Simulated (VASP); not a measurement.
# LiCaF3 (Pm-3m) in VASP: notebook

One crystal, LiCaF3, is run at these levels: PBE; tasks: single point.

All numbers are computed with VASP 6.6.1; they aren't measurements. Logs are shortened: lines on timing, memory, paths and dates and some standing lists are left out, and cuts for length are marked.

**1. Starting point**

It takes space group Pm-3m (No. 221, cubic). The conventional cell has a = 3.761 Å, b = 3.761 Å, c = 3.761 Å, α = 90.00°, β = 90.00°, γ = 90.00°. Li (site symmetry m-3m) is surrounded by 6 F at 1.88 Å. Ca (site symmetry m-3m) has 12 F at 2.66 Å as nearest neighbours. F (site symmetry 4/mmm) has 2 Li at 1.88 Å as nearest neighbours.

The cell comes from a database or a generator and needn't be the stable form of this composition.

**2. Single point, PBE**

INCAR

```
SYSTEM = LiCaF3
ALGO = Normal
EDIFF = 1E-6
ENCUT = 520
GGA = PE
ISIF = 2
ISMEAR = 0
LASPH = .TRUE.
LCHARG = .FALSE.
LREAL = .FALSE.
LWAVE = .FALSE.
NBANDS = 25
NELM = 100
PREC = Accurate
SIGMA = 0.01
```

KPOINTS

```
k-points
0
G
  5 5 5
  0 0 0
```

POSCAR

```
LiCaF3
1.0
    3.7612440000      0.0000000000      0.0000000000
    0.0000000000      3.7612440000      0.0000000000
    0.0000000000      0.0000000000      3.7612440000
Li Ca F
1 1 3
Direct
    0.5000000000      0.5000000000      0.5000000000
    0.0000000000      0.0000000000      0.0000000000
    0.0000000000      0.5000000000      0.5000000000
    0.5000000000      0.5000000000      0.0000000000
    0.5000000000      0.0000000000      0.5000000000
```

Potentials or basis: VASP PAW PBE potentials, release 64 (Li_sv, Ca_sv, F).

Run with:

```sh
$ cat potpaw_PBE.64/Li_sv/POTCAR potpaw_PBE.64/Ca_sv/POTCAR potpaw_PBE.64/F/POTCAR > POTCAR
$ mpirun -np 1 vasp_std > vasp.out
```

OUTCAR:

```text
SYSTEM = LiCaF3
   EDIFF = 1E-6
   ENCUT = 520
   GGA = PE
   ISIF = 2
   ISMEAR = 0
   LASPH = .TRUE.
   LREAL = .FALSE.
   NELM = 100
   PREC = Accurate

 ion  position               nearest neighbor table
   1  0.500  0.500  0.500-   3 1.88   4 1.88   5 1.88   4 1.88   5 1.88   3 1.88
   2  0.000  0.000  0.000-
   3  0.000  0.500  0.500-   1 1.88   1 1.88
   4  0.500  0.500  0.000-   1 1.88   1 1.88
   5  0.500  0.000  0.500-   1 1.88   1 1.88

  LATTYP: Found a simple cubic cell.
 ALAT       =     3.7612440000

  Lattice vectors:

 A1 = (   3.7612440000,   0.0000000000,   0.0000000000)
 A2 = (   0.0000000000,   3.7612440000,   0.0000000000)
 A3 = (   0.0000000000,   0.0000000000,   3.7612440000)

Analysis of symmetry for initial positions (statically):
=====================================================================
 Subroutine PRICEL returns:
 Original cell was already a primitive cell.

 Routine SETGRP: Setting up the symmetry group for a
 simple cubic supercell.

 Subroutine GETGRP returns: Found 48 space group operations
 (whereof 48 operations were pure point group operations)
 out of a pool of 48 trial point group operations.

The static configuration has the point symmetry O_h .

Analysis of symmetry for dynamics (positions and initial velocities):
=====================================================================
 Subroutine PRICEL returns:
 Original cell was already a primitive cell.

 Routine SETGRP: Setting up the symmetry group for a
 simple cubic supercell.

 Subroutine GETGRP returns: Found 48 space group operations
 (whereof 48 operations were pure point group operations)
 out of a pool of 48 trial point group operations.

The dynamic configuration has the point symmetry O_h .

 Subroutine INISYM returns: Found 48 space group operations
 (whereof 48 operations are pure point group operations),
 and found     1 'primitive' translations

----------------------------------------------------------------------------------------

                                     Primitive cell

  volume of cell :      53.2102

  direct lattice vectors                    reciprocal lattice vectors
     3.761244000  0.000000000  0.000000000     0.265869484  0.000000000  0.000000000
     0.000000000  3.761244000  0.000000000     0.000000000  0.265869484  0.000000000
     0.000000000  0.000000000  3.761244000     0.000000000  0.000000000  0.265869484

  length of vectors
     3.761244000  3.761244000  3.761244000     0.265869484  0.265869484  0.265869484

  position of ions in fractional coordinates (direct lattice)
     0.500000000  0.500000000  0.500000000
     0.000000000  0.000000000  0.000000000
     0.000000000  0.500000000  0.500000000
     0.500000000  0.500000000  0.000000000
     0.500000000  0.000000000  0.500000000

  ion indices of the primitive-cell ions
   primitive index   ion index
                 1           1
                 2           2
                 3           3
                 4           4
                 5           5

----------------------------------------------------------------------------------------

 KPOINTS: k-points

Automatic generation of k-mesh.
 Grid dimensions read from file:
 generate k-points for:    5    5    5

 Generating k-lattice:

  Cartesian coordinates                     Fractional coordinates (reciprocal lattice)
     0.053173897  0.000000000  0.000000000     0.200000000  0.000000000  0.000000000
     0.000000000  0.053173897  0.000000000     0.000000000  0.200000000  0.000000000
     0.000000000  0.000000000  0.053173897     0.000000000  0.000000000  0.200000000

  Length of vectors
     0.053173897  0.053173897  0.053173897

  Shift w.r.t. Gamma in fractional coordinates (k-lattice)
     0.000000000  0.000000000  0.000000000

 Subroutine IBZKPT returns following result:
 ===========================================

 Found     10 irreducible k-points:

 Following reciprocal coordinates:
            Coordinates               Weight
  0.000000  0.000000  0.000000      1.000000
  0.200000  0.000000  0.000000      6.000000
  0.400000  0.000000  0.000000      6.000000
  0.200000  0.200000  0.000000     12.000000
  0.400000  0.200000  0.000000     24.000000
  0.400000  0.400000  0.000000     12.000000
  0.200000  0.200000  0.200000      8.000000
  0.400000  0.200000  0.200000     24.000000
  0.400000  0.400000  0.200000     24.000000
  0.400000  0.400000  0.400000      8.000000
   k-points           NKPTS =     10   k-points in BZ     NKDIM =     10   number of bands    NBANDS=     25
   number of dos      NEDOS =    301   number of ions     NIONS =      5
   total plane-waves  NPLWV =  21952
   dimension x,y,z NGX =    28 NGY =   28 NGZ =   28
   dimension x,y,z NGXF=    56 NGYF=   56 NGZF=   56
   ions per type =               1   1   3
   NGX,Y,Z   is equivalent  to a cutoff of  12.38, 12.38, 12.38 a.u.
   NGXF,Y,Z  is equivalent  to a cutoff of  24.75, 24.75, 24.75 a.u.
 SYSTEM =  LiCaF3
   PREC   = accura    normal or accurate (medium, high low for compatibility)
   ISTART =      0    job   : 0-new  1-cont  2-samecut
   ICHARG =      2    charge: 1-file 2-atom 10-const
   ISPIN  =      1    spin polarized calculation?
   LNONCOLLINEAR =      F non collinear calculations
   LSORBIT =      F    spin-orbit coupling
   LASPH  =      T    aspherical Exc in radial PAW
   ENCUT  =  520.0 eV  38.22 Ry    6.18 a.u.   6.99  6.99  6.99*2*pi/ulx,y,z
   NELM   =    100;   NELMIN=  2; NELMDL= -5     # of ELM steps
   EDIFF  = 0.1E-05   stopping-criterion for ELM
   LREAL  =      F    real-space projection
   EDIFFG = 0.1E-04   stopping-criterion for IOM
   NSW    =      0    number of steps for IOM
   IBRION =     -1    ionic relax: 0-MD 1-quasi-New 2-CG
   NFREE  =      0    steps in history (QN), initial steepest desc. (CG)
   ISIF   =      2    stress and relaxation
   ISYM   =      2    0-nonsym 1-usesym 2-fastsym
   POTIM  = 0.5000    time-step for ionic-motion
   TEBEG  =    0.0;   TEEND  =   0.0 temperature during run
   PSTRESS=    0.0 pullay stress
   NELECT =      34.0000    total number of electrons
   NUPDOWN=      -1.0000    fix difference up-down
   EMIN   =  10.00;   EMAX   =-10.00  energy-range for DOS
   EFERMI =   0.00;   METHOD = LEGACY
   ISMEAR =     0;   SIGMA  =   0.01  broadening in eV -4-tet -1-fermi 0-gaus
   EFERMI_NEDOS =   21; number of points for ismear=-14 and -15
   IALGO  =     38    algorithm
   IMIX   =      4    mixing-type and parameters
     AMIX     =   0.40;   BMIX     =  1.00
     AMIX_MAG =   1.60;   BMIX_MAG =  1.00
  volume/ion in A,a.u.               =      10.64        71.82
  Fermi-wavevector in a.u.,A,eV,Ry     =   1.410056  2.664619 27.051883  1.988257
  Thomas-Fermi vector in A             =   2.532049
   LORBIT       =      0    0 simple, 1 ext, 2 COOP (PROOUT), +10 PAW based schemes
   GGA     = PE    functional components
   LHFCALC =     F    Hartree Fock is set to
   AEXX    =    0.0000 exact exchange contribution
   IVDW    =     0    specifies the selected vdW correction
   LEPSILON=     F    determine dielectric tensor
   LRPA    =     F    only Hartree local field effects (RPA)
 non-spin polarized calculation
 Gauss-broadening in eV      SIGMA  =   0.01
  energy-cutoff  :      520.00
  volume of cell :       53.21
 maximum number of plane-waves:      1445
 NGX is ok and might be reduce to    28
   NGX = 13   NGY = 13   NGZ = 13

 number of electron      33.9999946 magnetization

 Free energy of the ion-electron system (eV)
  ---------------------------------------------------
  ext. energy  EPLUGINS =         0.00000000
  ---------------------------------------------------
  free energy    TOTEN  =       -26.08837343 eV

  energy without entropy =      -26.08837343  energy(sigma->0) =      -26.08837343

 E-fermi :   0.0672     XC(G=0): -10.2721

 val. band max:       -0.0021801326   @ k =   0.4000   0.4000   0.4000
 cond. band min:       6.5610824301   @ k =   0.0000   0.0000   0.0000
 fundamental gap:      6.5632625627
 Fermi energy:         0.0672248680

 k-point     1 :       0.0000    0.0000    0.0000
  band No.  band energies     occupation
      1     -40.1191      2.00000
      2     -37.7088      2.00000
      3     -20.2116      2.00000
      4     -19.2845      2.00000
      5     -19.2845      2.00000
      6     -18.6245      2.00000
[... 17 lines left out ...]
     24      17.6061      0.00000
     25      17.6061      0.00000

 k-point     2 :       0.2000    0.0000    0.0000
  band No.  band energies     occupation
      1     -40.1180      2.00000
      2     -37.7058      2.00000
      3     -20.2306      2.00000
      4     -19.4568      2.00000
      5     -19.2788      2.00000
      6     -18.6187      2.00000
[... 17 lines left out ...]
     24      15.5949      0.00000
     25      17.5544      0.00000

 k-point     3 :       0.4000    0.0000    0.0000
  band No.  band energies     occupation
      1     -40.1159      2.00000
      2     -37.7008      2.00000
      3     -20.2635      2.00000
      4     -19.6512      2.00000
      5     -19.2679      2.00000
      6     -18.6094      2.00000
[... 17 lines left out ...]
     24      12.5726      0.00000
     25      17.4449      0.00000

 k-point     4 :       0.2000    0.2000    0.0000
  band No.  band energies     occupation
      1     -40.1167      2.00000
      2     -37.7027      2.00000
      3     -20.2174      2.00000
      4     -19.5462      2.00000
      5     -19.3434      2.00000
      6     -18.6131      2.00000
[... 17 lines left out ...]
     24      15.3444      0.00000
     25      15.9350      0.00000
[... 85 lines left out ...]
 k-point     8 :       0.4000    0.2000    0.2000
  band No.  band energies     occupation
      1     -40.1135      2.00000
      2     -37.6949      2.00000
      3     -20.1184      2.00000
      4     -19.7423      2.00000
      5     -19.4187      2.00000
      6     -18.6297      2.00000
[... 17 lines left out ...]
     24      13.0409      0.00000
     25      15.4585      0.00000

 k-point     9 :       0.4000    0.4000    0.2000
  band No.  band energies     occupation
      1     -40.1115      2.00000
      2     -37.6902      2.00000
      3     -19.9556      2.00000
      4     -19.7910      2.00000
      5     -19.5386      2.00000
      6     -18.6389      2.00000
[... 17 lines left out ...]
     24      13.4789      0.00000
     25      13.6991      0.00000

 k-point    10 :       0.4000    0.4000    0.4000
  band No.  band energies     occupation
      1     -40.1096      2.00000
      2     -37.6858      2.00000
      3     -19.8027      2.00000
      4     -19.6443      2.00000
      5     -19.6443      2.00000
      6     -18.6711      2.00000
[... 17 lines left out ...]
     24      14.1532      0.00000
     25      14.6547      0.00000

------------------------ aborting loop because EDIFF is reached ----------------------------------------

  FORCE on cell =-STRESS in cart. coord.  units (eV):
  Direction    XX          YY          ZZ          XY          YZ          ZX
  --------------------------------------------------------------------------------------
  -------------------------------------------------------------------------------------
  Total       -0.0255881     -0.0255881     -0.0255881     -0.0000000      0.0000000      0.0000000
  in kB       -0.7704666     -0.7704666     -0.7704666     -0.0000000      0.0000000      0.0000000
  external PRESSURE =      -0.7704666 kB  Pullay stress =       0.0000000 kB

 VOLUME and BASIS-vectors are now :
 -----------------------------------------------------------------------------
  energy-cutoff  :      520.00
  volume of cell :       53.21
      direct lattice vectors                 reciprocal lattice vectors
     3.761244000  0.000000000  0.000000000     0.265869484  0.000000000  0.000000000
     0.000000000  3.761244000  0.000000000     0.000000000  0.265869484  0.000000000
     0.000000000  0.000000000  3.761244000     0.000000000  0.000000000  0.265869484

 POSITION                                       TOTAL-FORCE (eV/Angst)
 -----------------------------------------------------------------------------------
      1.88062      1.88062      1.88062         0.000000      0.000000      0.000000
      0.00000      0.00000      0.00000         0.000000      0.000000      0.000000
      0.00000      1.88062      1.88062         0.000000      0.000000      0.000000
      1.88062      1.88062      0.00000         0.000000      0.000000      0.000000
      1.88062      0.00000      1.88062         0.000000      0.000000      0.000000
 -----------------------------------------------------------------------------------
    total drift:                                0.000000      0.000000      0.000000

  FREE ENERGIE OF THE ION-ELECTRON SYSTEM (eV)
  ---------------------------------------------------
  free  energy   TOTEN  =       -26.0883734310 eV

  energy  without entropy=      -26.0883734310  energy(sigma->0) =      -26.08837343
```

Run time: 17 s. Hardware: 1 thread of Intel Xeon Platinum 8375C at 2.90GHz (Ice Lake), shared host; peak memory 0.15 GiB.

What came out:

```yaml
Free_energy: -26.0884 eV
Band_gap_on_the_k_mesh: 6.56 eV, indirect (least direct gap 6.59 eV)
```

Levels at points of the mesh, in eV from the valence-band top:
| k point | band 13 | band 14 | band 15 | band 16 | band 17 | band 18 | band 19 | band 20 | band 21 | band 22 |
| --- | --- | --- | --- | --- | --- | --- | --- | --- | --- | --- |
| (0.00, 0.00, 0.00) | -0.73 | -0.73 | -0.03 | -0.03 | -0.03 | 6.56 | 6.56 | 6.93 | 8.15 | 8.15 |

Caveat: the cutoff is under 1.25 times the usual one of these potentials, so pressure, stress and relaxed cells hold a basis-set (Pulay) error; an odd mesh through Γ misses points on the zone boundary, where band edges often lie.

[end of part 1 of 2]
